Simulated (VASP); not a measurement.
# C (Diamond): exact exchange and RPA correlation, part 5 of 6

How do semilocal functionals compare with the RPA for C (Diamond), and at what cost? The scan starts from a database cell scaled to its smallest volume. The start is a cell from a database of measured crystal structures.

VASP 6.6.1, plane waves and PAW; the level of theory is named at each step.

So far. Step 23 (Orbitals, volume ratio 1.02): The run ends at a pressure of -23.84 GPa. Step 24 (Exact exchange, volume ratio 1.02): The Hartree-Fock energy on these orbitals is -15.0986 eV an atom.

## 25. Empty bands, volume ratio 1.02

This step: LDA; plane waves and PAW (C_GW) (VASP 6.6.1).

The empty bands are made again, for the run that follows.

The input, INCAR:

```
SYSTEM = C
PREC = Accurate
ENCUT = 460
ISMEAR = 0
SIGMA = 0.05
LREAL = .FALSE.
GGA = CA
NBANDS = 272
ALGO = Exact
NELM = 1
LWAVE = .TRUE.
LCHARG = .FALSE.
LOPTICS = .TRUE.
NEDOS = 1000
CSHIFT = 0.1
```

The input, POSCAR:

```
C
1.0
    0.0000000000      1.7951807415      1.7951807415
    1.7951807415      0.0000000000      1.7951807415
    1.7951807415      1.7951807415      0.0000000000
C
2
Direct
    0.7500000000      0.7500000000      0.7500000000
    0.5000000000      0.5000000000      0.5000000000
```

The input, KPOINTS:

```
Automatic mesh
0
Gamma
8 8 8
0 0 0
```

PAW data sets: C_GW (LDA family, release 64).

On the command line:

```console
$ mpirun -np 4 vasp_std
```

Log:

```text
[banner, memory and clock lines left out]
running    4 mpi-ranks, on    1 nodes
[...]
LDA part: xc-table for (Slater(with rela. corr.)+CA(PZ))
 , standard interpolation
 found WAVECAR, reading the header
  number of bands has changed, file:    10 present:   272
  trying to continue reading WAVECAR, but it might fail
 POSCAR, INCAR and KPOINTS ok, starting setup
[...]
reading WAVECAR
 random initialization beyond band           10
 the WAVECAR file was read successfully
 initial charge from wavefunction
 entering main loop
       N       E                     dE             d eps       ncg     rms          rms(c)
DIA:   1    -0.202228E+02   -0.20223E+02    0.00000E+00     0   0.000E+00
   1 F= -.20222797E+02 E0= -.20222797E+02  d E =-.582017E-20
 writing wavefunctions
 optical routines
 imaginary and real dielectric function
 recalculating local potential from charge density
 direction            1
 direction            2
 direction            3
```

The job ended after 3 s (4 MPI ranks of AMD EPYC 7R43, shared host; peak memory 0.35 GiB; 9.6 s of CPU time).

OUTCAR, selected parts (step 25):

```text
  Total       -1.7218390     -1.7218390     -1.7218390      0.0000000      0.0000000      0.0000000
  in kB     -238.4232359   -238.4232359   -238.4232359      0.0000000      0.0000000      0.0000000
  external PRESSURE =    -238.4232359 kB  Pullay stress =       0.0000000 kB

 POSITION                                       TOTAL-FORCE (eV/Angst)
 -----------------------------------------------------------------------------------
      2.69277      2.69277      2.69277        -0.000000     -0.000000      0.000000
      1.79518      1.79518      1.79518         0.000000      0.000000     -0.000000
 -----------------------------------------------------------------------------------
    total drift:                                0.000000     -0.000000      0.000000

  FREE ENERGIE OF THE ION-ELECTRON SYSTEM (eV)
  ---------------------------------------------------
  free  energy   TOTEN  =       -20.2227971154 eV

  energy  without entropy=      -20.2227971154  energy(sigma->0) =      -20.22279712

[... 1 part as in an earlier step ...]

[... 2 further parts left out ...]
[key lines of the parts left out:]
E-fermi :   9.7788
```

WAVECAR now holds 272 bands for 8 electrons.

## 26. RPA correlation, volume ratio 1.02

This step: RPA correlation on LDA orbitals; plane waves and PAW (C_GW) (VASP 6.6.1).

RPA correlation at this point.

The input, INCAR:

```
SYSTEM = C
PREC = Accurate
ENCUT = 460
ISMEAR = 0
SIGMA = 0.05
LREAL = .FALSE.
GGA = CA
NBANDS = 272
ALGO = ACFDT
ENCUTGW = 200
NOMEGA = 12
PRECFOCK = Fast
LWAVE = .FALSE.
LCHARG = .FALSE.
```

POSCAR is that of step 25.

KPOINTS is that of step 25.

On the command line:

```console
$ mpirun -np 4 vasp_std
```

Log:

```text
[banner, memory and clock lines left out]
running    4 mpi-ranks, on    1 nodes
[...]
LDA part: xc-table for (Slater(with rela. corr.)+CA(PZ))
 , standard interpolation
 found WAVECAR, reading the header
 POSCAR, INCAR and KPOINTS ok, starting setup
[...]
reading WAVECAR
 the WAVECAR file was read successfully
 initial charge from wavefunction
 available memory per node:    182.47 GB, setting MAXMEM to    186844

 The Fermi energy was updated, please check that it is located mid-gap
 values below the HOMO (VB) or above the LUMO (CB) will cause erroneous energies
 E-fermi :  11.4983

 the WAVEDER file was read successfully
 set NWRITE>2 for more details about minimax calculation
 number of imaginary grid points requested:      12
 number of distinct grids requested:  1
 quadrature errors minimized for energies in [ 0.405E+01, 0.464E+03 ]
 bosonic grid (T=0, re) determined with error: 0.3155E-08
 bosonic grid (re): 0.3155E-08
       0.8775       2.8149       5.3500       9.0637      14.8649
[...]
NQ=  23    0.5000    0.2500    0.1250,
|.........|.........|.........|.........
 performed     146786000 updates of chi_q(r,r)
 total number of BLAS operations       6316.39 Gflops
NQ=  24   -0.3750    0.2500    0.1250,
|.........|.........|.........|.........
 performed     153168000 updates of chi_q(r,r)
 total number of BLAS operations       6627.04 Gflops
NQ=  25    0.5000    0.3750    0.1250,
|.........|.........|.........|.........
 performed     159550000 updates of chi_q(r,r)
 total number of BLAS operations       6937.69 Gflops
NQ=  26   -0.3750    0.3750    0.1250,
|.........|.........|.........|.........
 performed     165932000 updates of chi_q(r,r)
 total number of BLAS operations       7224.90 Gflops
NQ=  27   -0.2500    0.3750    0.1250,
|.........|.........|.........|.........
 performed     172314000 updates of chi_q(r,r)
 total number of BLAS operations       7519.82 Gflops
NQ=  28   -0.3750    0.5000    0.1250,
|.........|.........|.........|.........
 performed     178696000 updates of chi_q(r,r)
 total number of BLAS operations       7814.74 Gflops
NQ=  29   -0.2500    0.5000    0.2500,
|.........|.........|.........|.........
 performed     185078000 updates of chi_q(r,r)
 total number of BLAS operations       8050.84 Gflops
 entering main loop
```

The job ended after 3 min (4 MPI ranks; peak memory 1.1 GiB; 12 min of CPU time).

OUTCAR, selected parts (step 26):

```text
      cutoff energy     smooth cutoff   RPA   correlation   Hartree contr. to MP2
---------------------------------------------------------------------------------
            200.000           160.000      -12.8679629429      -20.1745876640
            190.476           152.381      -12.7771337335      -20.0720969013
            181.406           145.125      -12.6804093477      -19.9624333428
            172.768           138.214      -12.5768673324      -19.8446185497
            164.541           131.632      -12.4673650999      -19.7196164476
            156.705           125.364      -12.3503074016      -19.5854951421
            149.243           119.394      -12.2267374856      -19.4428375566
            142.136           113.709      -12.0949526961      -19.2886805008
  linear regression

[... 2 parts as in an earlier step ...]

[... 2 further parts left out ...]
[key lines of the parts left out:]
E-fermi :  11.4983
```

The correlation energy is -7.0097 eV an atom, -17 meV against the point before. With exact exchange the total is -22.1083 eV an atom.

## 27. Comparison: r2SCAN, volume ratio 1.02

This step: r2SCAN; plane waves and PAW (C_GW) (VASP 6.6.1).

The comparison at this point.

The input, INCAR:

```
SYSTEM = C
PREC = Accurate
ENCUT = 460
EDIFF = 1E-06
NELM = 100
ISMEAR = 0
SIGMA = 0.05
LREAL = .FALSE.
ALGO = Normal
METAGGA = R2SCAN
LASPH = .TRUE.
NBANDS = 10
LWAVE = .FALSE.
LCHARG = .FALSE.
KPAR = 4
```

POSCAR is that of step 26.

KPOINTS is that of step 26.

On the command line:

```console
$ mpirun -np 4 vasp_std
```

Log:

```text
[... set-up lines as in an earlier step ...]
 entering main loop
       N       E                     dE             d eps       ncg     rms          rms(c)
DAV:   1    -0.100488E+02   -0.10049E+02   -0.46362E+03   604   0.744E+02
DAV:   2    -0.402938E+02   -0.30245E+02   -0.28306E+02   764   0.202E+02
DAV:   3    -0.408884E+02   -0.59459E+00   -0.59282E+00   738   0.208E+01
DAV:   4    -0.408906E+02   -0.21487E-02   -0.21485E-02   676   0.136E+00
[...]
DAV:   9    -0.376216E+02   -0.79805E-04   -0.43439E-05   686   0.104E-01    0.119E-02
DAV:  10    -0.376217E+02   -0.48559E-05   -0.18771E-06   760   0.175E-02    0.256E-03
DAV:  11    -0.376217E+02   -0.19819E-07   -0.37196E-07   348   0.656E-03
   1 F= -.37621650E+02 E0= -.37621650E+02  d E =-.165046E-11
```

Wall time 4.6 s (4 MPI ranks); peak memory 0.31 GiB; 16 s of CPU time.

From OUTCAR (step 27):

```text
  Total       -1.0352939     -1.0352939     -1.0352939      0.0000000      0.0000000     -0.0000000
  in kB     -143.3572594   -143.3572594   -143.3572594      0.0000000      0.0000000     -0.0000000
  external PRESSURE =    -143.3572594 kB  Pullay stress =       0.0000000 kB

 POSITION                                       TOTAL-FORCE (eV/Angst)
 -----------------------------------------------------------------------------------
      2.69277      2.69277      2.69277        -0.000000     -0.000000     -0.000000
      1.79518      1.79518      1.79518         0.000000      0.000000      0.000000
 -----------------------------------------------------------------------------------
    total drift:                                0.000000     -0.000000      0.000000

  FREE ENERGIE OF THE ION-ELECTRON SYSTEM (eV)
  ---------------------------------------------------
  free  energy   TOTEN  =       -37.6216502929 eV

  energy  without entropy=      -37.6216502929  energy(sigma->0) =      -37.62165029

[... 2 parts as in an earlier step ...]

[... 1 further part left out ...]
[key lines of the parts left out:]
E-fermi :   9.8996
```

Its energy is -18.8108 eV an atom, on a zero of its own.

## 28. Orbitals for comparison: HSE06, volume ratio 1.02

This step: LDA; plane waves and PAW (C_GW) (VASP 6.6.1).

Starting orbitals, as before.

The input, INCAR:

```
SYSTEM = C
PREC = Accurate
ENCUT = 460
EDIFF = 1E-05
NELM = 100
ISMEAR = 0
SIGMA = 0.05
LREAL = .FALSE.
ALGO = Normal
GGA = CA
NBANDS = 10
LORBIT = 11
LWAVE = .TRUE.
LCHARG = .FALSE.
KPAR = 4
```

POSCAR is that of step 27.

KPOINTS is that of step 27.

On the command line:

```console
$ mpirun -np 4 vasp_std
```

Log:

```text
[... set-up lines as in an earlier step ...]
 entering main loop
       N       E                     dE             d eps       ncg     rms          rms(c)
[... 8 cycles as in an earlier step ...]
DAV:   9    -0.202228E+02   -0.44418E-05   -0.25709E-05   664   0.490E-02
   1 F= -.20222795E+02 E0= -.20222795E+02  d E =-.945532E-16
 writing wavefunctions
```

Elapsed: 1.4 s, on 4 MPI ranks; peak memory 0.28 GiB.

Parts of OUTCAR (step 28):

```text
  Total       -1.7196492     -1.7196492     -1.7196492      0.0000000      0.0000000     -0.0000000
  in kB     -238.1200134   -238.1200134   -238.1200134      0.0000000      0.0000000     -0.0000000
  external PRESSURE =    -238.1200134 kB  Pullay stress =       0.0000000 kB

 POSITION                                       TOTAL-FORCE (eV/Angst)
 -----------------------------------------------------------------------------------
      2.69277      2.69277      2.69277         0.000000      0.000000      0.000000
      1.79518      1.79518      1.79518        -0.000000     -0.000000     -0.000000
 -----------------------------------------------------------------------------------
    total drift:                                0.000000     -0.000000      0.000000

  FREE ENERGIE OF THE ION-ELECTRON SYSTEM (eV)
  ---------------------------------------------------
  free  energy   TOTEN  =       -20.2227953840 eV

  energy  without entropy=      -20.2227953840  energy(sigma->0) =      -20.22279538

[... 2 parts as in an earlier step ...]

[... 1 further part left out ...]
[key lines of the parts left out:]
E-fermi :   9.7360
```

The run ends at a pressure of -23.81 GPa.

## 29. Comparison: HSE06, volume ratio 1.02

This step: HSE06; plane waves and PAW (C_GW) (VASP 6.6.1).

The comparison at this point.

The input, INCAR:

```
SYSTEM = C
PREC = Accurate
ENCUT = 460
EDIFF = 1E-06
NELM = 100
ISMEAR = 0
SIGMA = 0.05
LREAL = .FALSE.
ALGO = Normal
LHFCALC = .TRUE.
AEXX = 0.25
GGA = PE
HFSCREEN = 0.2
LASPH = .TRUE.
NBANDS = 10
PRECFOCK = Fast
LWAVE = .FALSE.
LCHARG = .FALSE.
KPAR = 4
```

POSCAR is that of step 28.

KPOINTS is that of step 28.

The WAVECAR or CHGCAR of an earlier step is read.

On the command line:

```console
$ mpirun -np 4 vasp_std
```

Log:

```text
[... set-up lines as in an earlier step ...]
 entering main loop
       N       E                     dE             d eps       ncg     rms          rms(c)
DAV:   1    -0.211039E+02   -0.21104E+02   -0.66373E-01   748   0.120E+01    0.501E-01
DAV:   2    -0.211065E+02   -0.25886E-02   -0.55747E-03   636   0.644E-01    0.324E-01
DAV:   3    -0.211057E+02    0.79021E-03   -0.34844E-04   674   0.225E-01    0.189E-01
DAV:   4    -0.211054E+02    0.25250E-03   -0.94050E-05   776   0.135E-01    0.110E-01
DAV:   5    -0.211054E+02    0.80141E-04   -0.27199E-05   812   0.740E-02    0.642E-02
DAV:   6    -0.211053E+02    0.23818E-04   -0.78326E-06   816   0.394E-02    0.376E-02
DAV:   7    -0.211053E+02    0.70605E-05   -0.24803E-06   630   0.219E-02    0.221E-02
DAV:   8    -0.211053E+02    0.18285E-05   -0.74039E-07   296   0.122E-02    0.130E-02
DAV:   9    -0.211053E+02    0.34133E-06   -0.41596E-07   308   0.678E-03
   1 F= -.21105331E+02 E0= -.21105331E+02  d E =-.477920E-26
```

Elapsed: 95 s, on 4 MPI ranks; peak memory 0.69 GiB.

OUTCAR, selected parts (step 29):

```text
 POSITION                                       TOTAL-FORCE (eV/Angst)
 -----------------------------------------------------------------------------------
      2.69277      2.69277      2.69277        -0.000000     -0.000000     -0.000000
      1.79518      1.79518      1.79518         0.000000      0.000000      0.000000
 -----------------------------------------------------------------------------------
    total drift:                               -0.000000      0.000000     -0.000000

  FREE ENERGIE OF THE ION-ELECTRON SYSTEM (eV)
  ---------------------------------------------------
  free  energy   TOTEN  =       -21.1053308509 eV

  energy  without entropy=      -21.1053308509  energy(sigma->0) =      -21.10533085

[... 2 parts as in an earlier step ...]

[... 1 further part left out ...]
[key lines of the parts left out:]
E-fermi :   9.4337
```

Its energy is -10.5527 eV an atom, on a zero of its own.

## 30. Orbitals, volume ratio 1.06

This step: LDA; plane waves and PAW (C_GW) (VASP 6.6.1).

The same chain follows at a volume ratio of 1.06.

The input, INCAR:

```
SYSTEM = C
PREC = Accurate
ENCUT = 460
EDIFF = 1E-08
NELM = 100
ISMEAR = 0
SIGMA = 0.05
LREAL = .FALSE.
ALGO = Normal
GGA = CA
NBANDS = 10
LORBIT = 11
LWAVE = .TRUE.
LCHARG = .FALSE.
KPAR = 4
```

The input, POSCAR:

```
C
1.0
    0.0000000000      1.8183469191      1.8183469191
    1.8183469191      0.0000000000      1.8183469191
    1.8183469191      1.8183469191      0.0000000000
C
2
Direct
    0.7500000000      0.7500000000      0.7500000000
    0.5000000000      0.5000000000      0.5000000000
```

KPOINTS is that of step 29.

On the command line:

```console
$ mpirun -np 4 vasp_std
```

Log:

```text
[... set-up lines as in an earlier step ...]
 entering main loop
       N       E                     dE             d eps       ncg     rms          rms(c)
DAV:   1     0.133622E+02    0.13362E+02   -0.44690E+03   588   0.721E+02
DAV:   2    -0.201338E+02   -0.33496E+02   -0.31485E+02   806   0.202E+02
DAV:   3    -0.208393E+02   -0.70548E+00   -0.70229E+00   694   0.232E+01
DAV:   4    -0.208417E+02   -0.24329E-02   -0.24324E-02   650   0.156E+00
[...]
DAV:   9    -0.201454E+02   -0.80638E-05   -0.20193E-05   656   0.460E-02    0.135E-02
DAV:  10    -0.201454E+02   -0.17213E-05   -0.11980E-06   654   0.106E-02    0.134E-03
DAV:  11    -0.201454E+02    0.77574E-09   -0.13873E-08   778   0.168E-03
   1 F= -.20145429E+02 E0= -.20145429E+02  d E =-.817236E-24
 writing wavefunctions
```

Run time: 1.4 s. Hardware: 4 MPI ranks; peak memory 0.32 GiB; 3.5 s of CPU time.

From OUTCAR (step 30):

```text
  Total       -2.8161587     -2.8161587     -2.8161587     -0.0000000      0.0000000      0.0000000
  in kB     -375.2385725   -375.2385725   -375.2385725     -0.0000000      0.0000000      0.0000000
  external PRESSURE =    -375.2385725 kB  Pullay stress =       0.0000000 kB

 POSITION                                       TOTAL-FORCE (eV/Angst)
 -----------------------------------------------------------------------------------
      2.72752      2.72752      2.72752        -0.000000      0.000000     -0.000000
      1.81835      1.81835      1.81835         0.000000     -0.000000      0.000000
 -----------------------------------------------------------------------------------
    total drift:                                0.000000     -0.000000      0.000000

  FREE ENERGIE OF THE ION-ELECTRON SYSTEM (eV)
  ---------------------------------------------------
  free  energy   TOTEN  =       -20.1454294852 eV

  energy  without entropy=      -20.1454294852  energy(sigma->0) =      -20.14542949

[... 1 part as in an earlier step ...]

[... 2 further parts left out ...]
[key lines of the parts left out:]
E-fermi :   9.2658
```

The run ends at a pressure of -37.52 GPa.

## 31. Exact exchange, volume ratio 1.06

This step: Hartree-Fock energy on LDA orbitals; plane waves and PAW (C_GW) (VASP 6.6.1).

Exact exchange at this point.

The input, INCAR:

```
SYSTEM = C
PREC = Accurate
ENCUT = 460
ISMEAR = 0
SIGMA = 0.05
LREAL = .FALSE.
GGA = CA
NBANDS = 10
ALGO = Eigenval
NELM = 1
LHFCALC = .TRUE.
AEXX = 1
ALDAC = 0
AGGAC = 0
PRECFOCK = Normal
LWAVE = .FALSE.
LCHARG = .FALSE.
```

POSCAR is that of step 30.

KPOINTS is that of step 30.

The WAVECAR or CHGCAR of an earlier step is read.

On the command line:

```console
$ mpirun -np 4 vasp_std
```

Log:

```text
[... set-up lines as in an earlier step ...]
 entering main loop
       N       E                     dE             d eps       ncg     rms          rms(c)
EIG:   1    -0.301183E+02   -0.30118E+02    0.00000E+00     0   0.000E+00
   1 F= -.30118304E+02 E0= -.30118304E+02  d E =-.753621E-12
```

Run time: 24 s. Hardware: 4 MPI ranks; peak memory 0.3 GiB.

OUTCAR, selected parts (step 31):

```text
 POSITION                                       TOTAL-FORCE (eV/Angst)
 -----------------------------------------------------------------------------------
      2.72752      2.72752      2.72752         0.000000      0.000000      0.000000
      1.81835      1.81835      1.81835        -0.000000     -0.000000     -0.000000
 -----------------------------------------------------------------------------------
    total drift:                                0.000000      0.000000      0.000000

  FREE ENERGIE OF THE ION-ELECTRON SYSTEM (eV)
  ---------------------------------------------------
  free  energy   TOTEN  =       -30.1183044122 eV

  energy  without entropy=      -30.1183044122  energy(sigma->0) =      -30.11830441

[... 2 parts as in an earlier step ...]

[... 1 further part left out ...]
[key lines of the parts left out:]
E-fermi :   9.1430
```

The Hartree-Fock energy on these orbitals is -15.0592 eV an atom.

## 32. Empty bands, volume ratio 1.06

This step: LDA; plane waves and PAW (C_GW) (VASP 6.6.1).

The empty bands are made again, for the run that follows.

The input, INCAR:

```
SYSTEM = C
PREC = Accurate
ENCUT = 460
ISMEAR = 0
SIGMA = 0.05
LREAL = .FALSE.
GGA = CA
NBANDS = 288
ALGO = Exact
NELM = 1
LWAVE = .TRUE.
LCHARG = .FALSE.
LOPTICS = .TRUE.
NEDOS = 1000
CSHIFT = 0.1
```

POSCAR is that of step 31.

KPOINTS is that of step 31.

On the command line:

```console
$ mpirun -np 4 vasp_std
```

Log:

```text
[banner, memory and clock lines left out]
running    4 mpi-ranks, on    1 nodes
[...]
LDA part: xc-table for (Slater(with rela. corr.)+CA(PZ))
 , standard interpolation
 found WAVECAR, reading the header
  number of bands has changed, file:    10 present:   288
  trying to continue reading WAVECAR, but it might fail
 POSCAR, INCAR and KPOINTS ok, starting setup
[...]
reading WAVECAR
 random initialization beyond band           10
 the WAVECAR file was read successfully
 initial charge from wavefunction
 entering main loop
       N       E                     dE             d eps       ncg     rms          rms(c)
DIA:   1    -0.201454E+02   -0.20145E+02    0.00000E+00     0   0.000E+00
   1 F= -.20145430E+02 E0= -.20145430E+02  d E =-.114596E-21
 writing wavefunctions
 optical routines
 imaginary and real dielectric function
 recalculating local potential from charge density
 direction            1
 direction            2
 direction            3
```

Elapsed: 3.2 s, on 4 MPI ranks; peak memory 0.35 GiB; 11 s of CPU time.

OUTCAR, selected parts (step 32):

```text
  Total       -2.8161134     -2.8161134     -2.8161134      0.0000000     -0.0000000      0.0000000
  in kB     -375.2325425   -375.2325425   -375.2325425      0.0000000     -0.0000000      0.0000000
  external PRESSURE =    -375.2325425 kB  Pullay stress =       0.0000000 kB

 POSITION                                       TOTAL-FORCE (eV/Angst)
 -----------------------------------------------------------------------------------
      2.72752      2.72752      2.72752        -0.000000     -0.000000      0.000000
      1.81835      1.81835      1.81835         0.000000      0.000000     -0.000000
 -----------------------------------------------------------------------------------
    total drift:                                0.000000     -0.000000      0.000000

  FREE ENERGIE OF THE ION-ELECTRON SYSTEM (eV)
  ---------------------------------------------------
  free  energy   TOTEN  =       -20.1454295002 eV

  energy  without entropy=      -20.1454295002  energy(sigma->0) =      -20.14542950

[... 1 part as in an earlier step ...]

[... 2 further parts left out ...]
[key lines of the parts left out:]
E-fermi :   9.2472
```

WAVECAR now holds 288 bands for 8 electrons.

(Continued in part 6 of 6.)

[Long decimals in the printed logs are rounded to 6 places.]

[Lines on the potential files, build, host, timing and source positions are cut from VASP's logs without a mark.]

[Logs are printed without paths, hosts, clocks, repeated set-up lines and the standing remarks that a program may print on its own settings, such as how far it seeks lower states.]

[Hosts, paths, dates, database ids (printed as entryN), source tags and the programs' standing remarks are cut or masked in the printed files.]

[Measured values are set beside computed ones only where the two were judged alike; some that the calculation misses by far are left out.]

[Pressures printed for these runs are not shown converged in the cutoff: they can be off by several GPa and have the wrong sign.]
